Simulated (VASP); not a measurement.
SnTeS4: single point with r2SCAN

Crystal: SnTeS4.

```
Sn Te S
1.0
     6.53592    0.00000    0.00000
     0.00000    3.76499    0.00000
    -0.00949    0.00000    6.71127
Sn Te S
1 1 4
Direct
  0.00000 0.00000 0.00000
  0.50000 0.50000 0.00000
  0.84404 0.50000 0.22233
  0.15596 0.50000 0.77767
  0.32264 0.00000 0.22762
  0.67736 0.00000 0.77238
```

The cell was built by a generator and needn't be a form met in nature.

```
Program             : VASP 6.6.1
Task                : single point
Functional          : r2SCAN
Potentials or basis : VASP PAW PBE potentials, release 64 (Sn_d, Te, S)
Cutoff              : 520 eV
k mesh              : 4 × 6 × 4
Occupations         : gaussian, width 0.03 eV
Spin                : no spin polarisation
```

| Item | Value |
| --- | --- |
| Pressure | -1.5 GPa |
| Largest force | 0.203 eV/Å |
| Band gap on the k mesh | 1.00 eV, indirect (least direct gap 1.29 eV) |

Forces in eV/Å, atoms in the order of the input:
```
Sn   0.000  0.000  0.000
Te   0.000  0.000  0.000
S    0.046  0.000 -0.197
S   -0.046  0.000  0.197
S   -0.059  0.000 -0.156
S    0.059  0.000  0.156
```

Stress tensor (GPa, compression positive):
```
-1.40  0.00 -0.04
 0.00 -1.50  0.00
-0.04  0.00 -1.53
```

Levels at points of the mesh, in eV from the valence-band top:
| k point | band 19 | band 20 | band 21 | band 22 | band 23 | band 24 | band 25 | band 26 |
| --- | --- | --- | --- | --- | --- | --- | --- | --- |
| (0.00, 0.00, 0.00) | -1.40 | -1.26 | -1.16 | -1.03 | 1.14 | 1.31 | 2.19 | 2.45 |
| (0.50, 0.00, 0.00) | -1.29 | -1.20 | -1.07 | -0.13 | 1.16 | 2.31 | 2.53 | 3.32 |
| (0.00, 0.50, 0.00) | -1.97 | -1.58 | -1.19 | -0.19 | 1.77 | 2.77 | 3.43 | 3.62 |
| (0.50, 0.50, 0.00) | -1.66 | -1.34 | -1.24 | -1.06 | 1.09 | 1.95 | 2.84 | 3.38 |
| (0.00, 0.00, 0.50) | -1.45 | -1.24 | -1.17 | -0.94 | 1.29 | 1.54 | 2.19 | 2.39 |
| (0.50, 0.00, 0.50) | -1.85 | -1.25 | -1.13 | -0.18 | 1.11 | 2.55 | 2.59 | 3.49 |
| (0.00, 0.50, 0.50) | -1.58 | -1.52 | -1.15 | -0.06 | 2.02 | 2.40 | 3.32 | 3.36 |
| (0.50, 0.50, 0.50) | -1.57 | -1.43 | -1.30 | -1.21 | 1.00 | 2.18 | 2.82 | 3.34 |

It took 3.1 min on 2 MPI ranks on Intel(R) Xeon(R) 6975P-C (Granite Rapids), on a shared host, peak memory 0.39 GiB a rank.

Caveat: the PAW data sets were made with another functional, which shifts forces and pressure a little; spin-orbit coupling is left out, which moves the levels of the heavy elements. A k mesh can miss the band edges.
